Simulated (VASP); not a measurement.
Calculation: PBEsol GGA, VASP's PBE PAW potentials (set 64) (plane waves; VASP 6.6.1).

VASP ran on this input.

INCAR:
```
! general
SYSTEM   =  Tl atom
PREC     =  Normal
ENCUT    =  520   ! plane-wave cut-off (eV)
LREAL    =  .FALSE.
LASPH    =  .TRUE.
ISYM     =  0

! electronic loop
EDIFF    =  1E-6   ! SCF stop (eV)
NELM     =  200   ! most electronic steps
ALGO     =  All   ! all-band CG
LMAXMIX  =  4   ! l cut-off of mixed one-centre charges

! smearing
ISMEAR   =  0   ! Gaussian
SIGMA    =  0.01

! functional
GGA      =  PS   ! PBEsol

! spin
ISPIN    =  2   ! spin-polarised
MAGMOM   =  1
NUPDOWN  =  1

! output
LWAVE    =  .FALSE.
LCHARG   =  .FALSE.
LORBIT   =  10
```

KPOINTS:
```
Regular mesh
0
gamma
  1 1 1
```

POSCAR:
```
Tl atom
12.0
  1.0000000000   0.0000000000   0.0000000000
  0.0000000000   1.0416666667   0.0000000000
  0.0000000000   0.0000000000   1.0833333333
Tl
1
Cart
  0.0000000000   0.0000000000   0.0000000000
```

POTCAR, in this order: Tl_d (PBE.64 set). Program: vasp_gam. Read from the step before: WAVECAR.

Output of the run:

File OSZICAR:
```
       N       E                     dE             d eps       ncg     rms           ort
SDA:   1    -0.245789153841E+00   -0.24579E+00    0.00000E+00    11   0.627E-02   0.000E+00
CGA:   2    -0.247893408115E+00   -0.21043E-02   -0.20994E-02    11   0.900E-03   0.372E-04
CGA:   3    -0.248241196315E+00   -0.34779E-03   -0.34609E-03    11   0.324E-03   0.977E-05
CGA:   4    -0.248351792682E+00   -0.11060E-03   -0.11051E-03    11   0.105E-03   0.818E-06
CGA:   5    -0.248385324569E+00   -0.33532E-04   -0.33340E-04    11   0.251E-04   0.253E-05
CGA:   6    -0.248394454759E+00   -0.91302E-05   -0.91243E-05    11   0.601E-05   0.581E-07
CGA:   7    -0.248396600464E+00   -0.21457E-05   -0.20979E-05    11   0.128E-05   0.539E-06
CGA:   8    -0.248397072514E+00   -0.47205E-06   -0.45933E-06    11   0.255E-06   0.210E-06
   1 F= -.24839707E+00 E0= -.24839707E+00  d E =-.156619E-23  mag=     1.0000
```

### OUTCAR
```
------------------------ aborting loop because EDIFF is reached ----------------------------------------
  FORCE on cell =-STRESS in cart. coord.  units (eV):
  Direction    XX          YY          ZZ          XY          YZ          ZX
  --------------------------------------------------------------------------------------
  Total       -0.0144627     -0.0162425      0.0013147     -0.0000006     -0.0001970     -0.0000940
  in kB       -0.0118830     -0.0133453      0.0010802     -0.0000005     -0.0001618     -0.0000772
  external PRESSURE =      -0.0080494 kB  Pullay stress =       0.0000000 kB
  volume of cell :     1950.00
      direct lattice vectors                 reciprocal lattice vectors
    12.000000000  0.000000000  0.000000000     0.083333333  0.000000000  0.000000000
     0.000000000 12.500000000  0.000000000     0.000000000  0.080000000  0.000000000
     0.000000000  0.000000000 13.000000000     0.000000000  0.000000000  0.076923077
 POSITION                                       TOTAL-FORCE (eV/Angst)
 -----------------------------------------------------------------------------------
      0.00000      0.00000      0.00000         0.000000     -0.000000     -0.000000
 -----------------------------------------------------------------------------------
    total drift:                                0.000000     -0.000000     -0.000000
  FREE ENERGIE OF THE ION-ELECTRON SYSTEM (eV)
  ---------------------------------------------------
  free  energy   TOTEN  =        -0.2483970725 eV

  energy  without entropy=       -0.2483970725  energy(sigma->0) =       -0.24839707

 total charge

# of ion       s       p       d       tot
------------------------------------------
    1        1.252   0.231   9.646  11.128

 magnetization (x)

# of ion       s       p       d       tot
------------------------------------------
    1       -0.009   0.231  -0.007   0.214
```
(Selected blocks of OUTCAR.)

OUTCAR:
```
 val. band max:       -2.4912613976   @ k =   0.0000   0.0000   0.0000

 cond. band min:      -2.3141738582   @ k =   0.0000   0.0000   0.0000


 Fermi energy:        -2.4012640364

 spin component 1

 k-point     1 :       0.0000    0.0000    0.0000
  band No.  band energies     occupation
      1     -15.4806      1.00000
      2     -15.4806      1.00000
      3     -15.2488      1.00000
      4     -15.2488      1.00000
      5     -15.1636      1.00000
      6      -9.5852      1.00000
      7      -2.4913      1.00000
      8      -2.3142      0.00000
      9      -2.3133      0.00000
     10      -0.4584      0.00000
     11       0.5608      0.00000

 Fermi energy:        -9.0726958523

 spin component 2

 k-point     1 :       0.0000    0.0000    0.0000
  band No.  band energies     occupation
      1     -15.4611      1.00000
      2     -15.4611      1.00000
      3     -15.1376      1.00000
      4     -15.1376      1.00000
      5     -15.0483      1.00000
      6      -9.1428      1.00000
      7      -1.9644      0.00000
      8      -1.9637      0.00000
      9      -1.4137      0.00000
     10      -0.0027      0.00000
     11       0.9113      0.00000
```

The atom may not be in its lowest state. Unless said otherwise, spin-orbit coupling is left out, though it shifts the bands of the heavy elements here.

The cell is a free atom in a box.
